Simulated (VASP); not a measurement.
Energy against volume of LiF (rock salt). Calculation: HSEsol screened hybrid, VASP's PBE PAW potentials (set 64) (plane waves; VASP 6.6.1). Numerical set-up: 520 eV cut-off, 8×8×8 Γ-centred mesh, Gaussian smearing of 0.050 eV, potentials Li_sv F.

| V (Å³/atom) | E (eV/atom) |
|---|---|
| 7.837 | -5.79846 |
| 8.087 | -5.79663 |
| 8.338 | -5.79145 |
| 8.588 | -5.78344 |

Q: Fit these four points and predict the energy of the run at 7.587 Å³/atom.

A: A cubic in V^(−2/3), the third-order Birch-Murnaghan form, passes through the four points with V0 = 7.84 Å³/atom and B0 = 78 GPa, and gives -5.7964 eV/atom there. The run gave -5.7964 eV/atom, +0.1 meV/atom from the fit; all five points give B0 = 79 GPa.

The compound is LiF in the rock salt structure. It was relaxed first. The cell's shape comes from a PBE relaxation.
